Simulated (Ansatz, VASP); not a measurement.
# BePd3C: VASP beside Ansatz, part 2 of 2

Wanted: the spread between two codes on one cell, functional and k mesh. The cell is generated by rule, not measured, and may not be a known phase. The cell is taken from a series of runs on this material, whose earlier steps may have relaxed, scaled, displaced or heated it; both programs get it as it stands.

VASP 6.6.1 and Ansatz 0.2.0.

So far: Set-up; Ansatz: relaxation of cell and atoms, PBEsol.

## (3) VASP: relaxation of cell and atoms, PBEsol

Level of this step: PBEsol; plane waves and PAW (Be, Pd, C); invented cell (VASP).

The same cell, functional, mesh and smearing now go to VASP, with its own data sets.

Lines of VASP's logs that name or quote its potential files are left out, and so is its time.

File INCAR:

```
SYSTEM = BePd3C
PREC = Accurate
ENCUT = 600
EDIFF = 1E-07
NELM = 120
ISMEAR = 1
SIGMA = 0.2
LREAL = .FALSE.
ALGO = Normal
GGA = PS
NBANDS = 46
LASPH = .TRUE.
LORBIT = 11
LWAVE = .FALSE.
LCHARG = .FALSE.
ISIF = 3
IBRION = 2
NSW = 80
EDIFFG = -0.005
GGA_COMPAT = .FALSE.
NELMIN = 4
KPAR = 2
```

File POSCAR:

```
BePd3C
1.0
    4.0156980000      0.0000000000      0.0000000000
    0.0000000000      4.0156980000      0.0000000000
    0.0000000000      0.0000000000      8.0313960000
Be Pd C
2 6 2
Direct
    0.9203127327      0.0000000000      0.0000000000
    0.0796872673      0.0000000000      0.5000000000
    0.0000000000      0.5000000000      0.2500000000
    0.0000000000      0.5000000000      0.7500000000
    0.5468581054      0.5000000000      0.0000000000
    0.4531416456      0.5000000000      0.5000000000
    0.5000000000      0.0000000000      0.2500000000
    0.5000000000      0.0000000000      0.7500000000
    0.5000000000      0.5000000000      0.2500000000
    0.5000000000      0.5000000000      0.7500000000
```

File KPOINTS:

```
Automatic mesh
0
Gamma
10 10 6
0 0 0
```

PAW data sets: Be, Pd and C (PBE family, release 64).

Launch:

```console
$ mpirun -np 2 vasp_std
```

Numbers of over 12 decimals in the logs are rounded to 6 here.

What it wrote:

```text
[banner, memory and clock lines left out]
running    2 mpi-ranks, on    1 nodes
 distrk:  each k-point on    1 cores,    2 groups
 distr:  one band on    1 cores,    1 groups

 POSCAR found type information on POSCAR BePdC
 POSCAR found :  3 types and      10 ions
|                                                                             |
|               ----> ADVICE to this user running VASP <----                  |
|                                                                             |
|     You enforced a specific xc type in the INCAR file but a different       |
|     [... a line on the potential file left out ...]
|     I HOPE YOU KNOW WHAT YOU ARE DOING!                                     |
|                                                                             |

 LDA part: xc-table for (Slater+PW92), standard interpolation
 POSCAR, INCAR and KPOINTS ok, starting setup
 FFT: planning ... GRIDC
 FFT: planning ... GRID_SOFT
 FFT: planning ... GRID
 WAVECAR not read
 entering main loop
       N       E                     dE             d eps       ncg     rms          rms(c)
DAV:   1     0.504255835982E+03    0.50426E+03   -0.38828E+04 13248   0.169E+03
DAV:   2    -0.369811573696E+02   -0.54124E+03   -0.51589E+03 14046   0.364E+02
DAV:   3    -0.660137658497E+02   -0.29033E+02   -0.28041E+02 16304   0.874E+01
DAV:   4    -0.668072671575E+02   -0.79350E+00   -0.78989E+00 14998   0.164E+01
DAV:   5    -0.668251488089E+02   -0.17882E-01   -0.17873E-01 15794   0.245E+00    0.366E+01
DAV:   6    -0.616228913214E+02    0.52023E+01   -0.29145E+01 15640   0.323E+01    0.133E+01
DAV:   7    -0.610966041892E+02    0.52629E+00   -0.42499E+00 14850   0.141E+01    0.101E+01
DAV:   8    -0.611003943785E+02   -0.37902E-02   -0.11959E+00 15146   0.991E+00    0.363E+00
DAV:   9    -0.609461001921E+02    0.15429E+00   -0.51370E-01 14724   0.780E+00    0.662E-01
DAV:  10    -0.609416358564E+02    0.44643E-02   -0.47582E-02 15470   0.135E+00    0.263E-01
DAV:  11    -0.609416426521E+02   -0.67957E-05   -0.34518E-03 14692   0.461E-01    0.170E-01
DAV:  12    -0.609415330510E+02    0.10960E-03   -0.10483E-03 14918   0.323E-01    0.933E-02
DAV:  13    -0.609414865906E+02    0.46460E-04   -0.21140E-04 14540   0.133E-01    0.249E-02
DAV:  14    -0.609414789607E+02    0.76298E-05   -0.29721E-05 16004   0.356E-02    0.924E-03
DAV:  15    -0.609414788752E+02    0.85508E-07   -0.38321E-06 14506   0.151E-02    0.314E-03
DAV:  16    -0.609414790054E+02   -0.13022E-06   -0.38719E-07 12196   0.496E-03    0.977E-04
DAV:  17    -0.609414789169E+02    0.88540E-07   -0.44788E-08  7554   0.150E-03
   1 F= -.60941479E+02 E0= -.60940048E+02  d E =-.609415E+02
[... from here on, the cycles between the ionic steps are left out ...]
   2 F= -.60942216E+02 E0= -.60940848E+02  d E =-.737474E-03
   3 F= -.60949963E+02 E0= -.60948570E+02  d E =-.848423E-02
   4 F= -.60953756E+02 E0= -.60952454E+02  d E =-.379282E-02
   5 F= -.60956132E+02 E0= -.60954967E+02  d E =-.616837E-02
   6 F= -.60957389E+02 E0= -.60956211E+02  d E =-.125760E-02
   7 F= -.60957809E+02 E0= -.60956617E+02  d E =-.167705E-02
   8 F= -.60957818E+02 E0= -.60956629E+02  d E =-.168676E-02
   9 F= -.60957727E+02 E0= -.60956513E+02  d E =0.909688E-04
 trial-energy change:    0.000091  1 .order    0.000103   -0.000199    0.000404
 step:   0.5044(harm=  0.4659)  dis= 0.00048  next Energy=   -60.957854 (dE=-0.359E-04)
 bond charge predicted
       N       E                     dE             d eps       ncg     rms          rms(c)
DAV:   1    -0.609590949102E+02   -0.13675E-02   -0.28892E-02 13766   0.100E+00    0.252E-01
DAV:   2    -0.609579611374E+02    0.11338E-02   -0.56652E-03 13862   0.517E-01    0.762E-02
DAV:   3    -0.609578862939E+02    0.74844E-04   -0.31616E-04 13904   0.151E-01    0.523E-02
DAV:   4    -0.609578715821E+02    0.14712E-04   -0.85350E-05 15272   0.903E-02    0.319E-02
DAV:   5    -0.609578598375E+02    0.11745E-04   -0.27496E-05 14462   0.464E-02    0.680E-03
DAV:   6    -0.609578591938E+02    0.64371E-06   -0.21746E-06 15150   0.117E-02    0.328E-03
DAV:   7    -0.609578589158E+02    0.27799E-06   -0.45161E-07 12686   0.583E-03    0.215E-03
DAV:   8    -0.609578587069E+02    0.20892E-06   -0.19303E-07  6984   0.432E-03    0.579E-04
DAV:   9    -0.609578587614E+02   -0.54527E-07   -0.24184E-08  6744   0.115E-03
  10 F= -.60957859E+02 E0= -.60956660E+02  d E =-.404929E-04
 curvature:  -0.28 expect dE=-0.221E-05 dE for cont linesearch -0.214E-06
 trial: gam= 0.13241 g(F)=  0.825E-07 g(S)=  0.779E-05 ort =-0.114E-04 (trialstep = 0.123E+01)
 search vector abs. value=  0.783E-05
 reached required accuracy - stopping structural energy minimisation
```

Parts of OUTCAR (step 3):

```text
ion  position               nearest neighbor table
   1  0.920  0.000  0.000-   5 2.51   5 2.51   8 2.62   7 2.62   3 2.86   3 2.86   4 2.86   4 2.86

  LATTYP: Found a simple tetragonal cell.
 ALAT       =     4.0156980000
 C/A-ratio  =     2.0000000000

 Subroutine GETGRP returns: Found  8 space group operations
 (whereof  4 operations were pure point group operations)

The static configuration has the point symmetry C_2v.
 The point group associated with its full space group is D_2h.

 Found    144 irreducible k-points:

   k-points           NKPTS =    144   k-points in BZ     NKDIM =    144   number of bands    NBANDS=     46

   dimension x,y,z NGX =    32 NGY =   32 NGZ =   64
   dimension x,y,z NGXF=    64 NGYF=   64 NGZF=  128

   ENCUT  =  600.0 eV  44.10 Ry    6.64 a.u.   8.02  8.02 16.04*2*pi/ulx,y,z

   NELECT =      72.0000    total number of electrons

 k-points in reciprocal lattice and weights: Automatic mesh
   0.00000000  0.00000000  0.00000000       0.002
   0.10000000  0.00000000  0.00000000       0.003
   0.00000000  0.10000000  0.00000000       0.003
   0.20000000  0.00000000  0.00000000       0.003
   0.00000000  0.20000000  0.00000000       0.003
   0.30000000  0.00000000  0.00000000       0.003
   0.00000000  0.30000000  0.00000000       0.003
   0.40000000  0.00000000  0.00000000       0.003
   0.00000000  0.40000000  0.00000000       0.003
[...]
-0.40000000  0.50000000  0.50000000       0.003
   0.50000000  0.50000000  0.50000000       0.002

 average (electrostatic) potential at core
       1 -32.4205       2 -32.4205       3 -72.5047       4 -72.5047       5 -72.6740
       6 -72.6740       7 -72.5018       8 -72.5018       9 -47.7062      10 -47.7062

 E-fermi :   8.4936

 k-point     1 :       0.0000    0.0000    0.0000
  band No.  band energies     occupation
    ...
     34       7.3635      2.00000
     35       7.3680      2.00000
     36       7.4105      2.00000
     37       8.3093      2.02994
     38       8.5170      0.80401
     39      10.9983     -0.00000
     40      11.1683     -0.00000
     41      11.2497     -0.00000
     42      11.7651     -0.00000
     43      11.9649     -0.00000
    ...

 k-point     2 :       0.1000    0.0000    0.0000
  band No.  band energies     occupation
    ...
     32       7.1786      2.00000
     33       7.2874      2.00000
     34       7.3070      2.00000
     35       7.3501      2.00000
     36       7.4896      2.00000
     37       8.5642      0.44208
     38       8.7013     -0.05733
     39      10.8051     -0.00000
     40      11.2414     -0.00000
     41      11.3589     -0.00000
    ...

 k-point     3 :       0.0000    0.1000    0.0000
  band No.  band energies     occupation
    ...
     34       7.3554      2.00000
     35       7.4300      2.00000
     36       7.5049      2.00000
     37       8.5373      0.64033
     38       8.5395      0.62328
     39      10.9753     -0.00000
     40      11.0828     -0.00000
     41      11.2806     -0.00000
     42      11.8894     -0.00000
     43      11.8943     -0.00000
    ...

  Total        0.0322836     -0.0117274      0.0208426      0.0000000      0.0000000      0.0000000
  in kB        0.3955070     -0.1436722      0.2553429      0.0000000      0.0000000      0.0000000
  external PRESSURE =       0.1690592 kB  Pullay stress =       0.0000000 kB

  energy-cutoff  :      600.00
  volume of cell :      130.78
      direct lattice vectors                 reciprocal lattice vectors
     4.052535390  0.000000000  0.000000000     0.246759104  0.000000000  0.000000000
     0.000000000  4.025690807  0.000000000     0.000000000  0.248404572  0.000000000
     0.000000000  0.000000000  8.016255183     0.000000000  0.000000000  0.124746528

 POSITION                                       TOTAL-FORCE (eV/Angst)
 -----------------------------------------------------------------------------------
      3.73019      0.00000      0.00000         0.000631      0.000000     -0.000000
      0.32234      0.00000      4.00813        -0.000631      0.000000     -0.000000
      0.00000      2.01285      2.00406        -0.000000     -0.000000      0.000000
      0.00000      2.01285      6.01219        -0.000000     -0.000000     -0.000000
      2.25606      2.01285      0.00000        -0.000676      0.000000     -0.000000
      1.79648      2.01285      4.00813         0.000676      0.000000     -0.000000
      2.02627      0.00000      2.00406        -0.000000      0.000000     -0.000000
      2.02627      0.00000      6.01219         0.000000      0.000000      0.000000
      2.02627      2.01285      2.00406         0.000000      0.000000      0.000000
      2.02627      2.01285      6.01219         0.000000      0.000000     -0.000000
 -----------------------------------------------------------------------------------
    total drift:                                0.000371      0.000000      0.000000

  FREE ENERGIE OF THE ION-ELECTRON SYSTEM (eV)
  ---------------------------------------------------
  free  energy   TOTEN  =       -60.9578587614 eV

  energy  without entropy=      -60.9542633296  energy(sigma->0) =      -60.95666028

 reached required accuracy - stopping structural energy minimisation

 total charge
# of ion       s       p       d       tot
------------------------------------------
    1        0.329   0.385   0.000   0.714
    2        0.329   0.385   0.000   0.714
    3        0.478   0.648   8.566   9.692
    4        0.478   0.648   8.566   9.692
    5        0.505   0.679   8.579   9.764
    6        0.505   0.679   8.579   9.764
    7        0.481   0.653   8.586   9.720
    8        0.481   0.653   8.586   9.720
    9        0.875   1.482   0.000   2.357
   10        0.875   1.482   0.000   2.357
--------------------------------------------------
tot          5.337   7.694  51.462  64.492

[... 3 further parts left out ...]
```

## (4) Differences

Known differences besides the potentials themselves: the data sets hold 120 valence electrons in Ansatz (on its default PAW (the set named soft_2) files) and 72 in VASP; the cutoff is 420 eV in Ansatz and 600 eV in VASP; Ansatz makes its cores anew for this functional, VASP keeps those of its PBE data sets; Ansatz adds a Pulay correction to the stress that steers its cell, VASP none. Total energies have different zeros and are not compared.

The two programs side by side:

```
                                         quantity  Ansatz    VASP  difference
                                      volume (Å³)  130.82  130.78     +0.03 %
edge a after relaxation, in the typed setting (Å)   4.054   4.053     +0.03 %
edge b after relaxation, in the typed setting (Å)   4.025   4.026     -0.01 %
edge c after relaxation, in the typed setting (Å)   8.018   8.016     +0.02 %
```

## (5) Summary of results

```json
{"difference in edge a after relaxation, in the typed setting (relaxation of cell and atoms, PBEsol)": "0.030 %"}
```

In words: The difference in edge a after relaxation, in the typed setting is 0.030 % (relaxation of cell and atoms, PBEsol), within the 1.2 % picked in this series as the mark of a large difference, as far as the stopping tolerances let one tell. The data sets hold unlike numbers of valence electrons (120 in Ansatz and 72 in VASP), so part of the differences comes from the potentials. How closely two codes agree says nothing of how well the functional describes the real material.

[Lines on the potential files, build, host, timing and source positions are cut from VASP's logs without a mark.]

[Logs are printed without paths, hosts, clocks, repeated set-up lines and the standing remarks that a program may print on its own settings, such as how far it seeks lower states.]

[Hosts, paths, dates, database ids (printed as entryN), source tags and the programs' standing remarks are cut or masked in the printed files.]
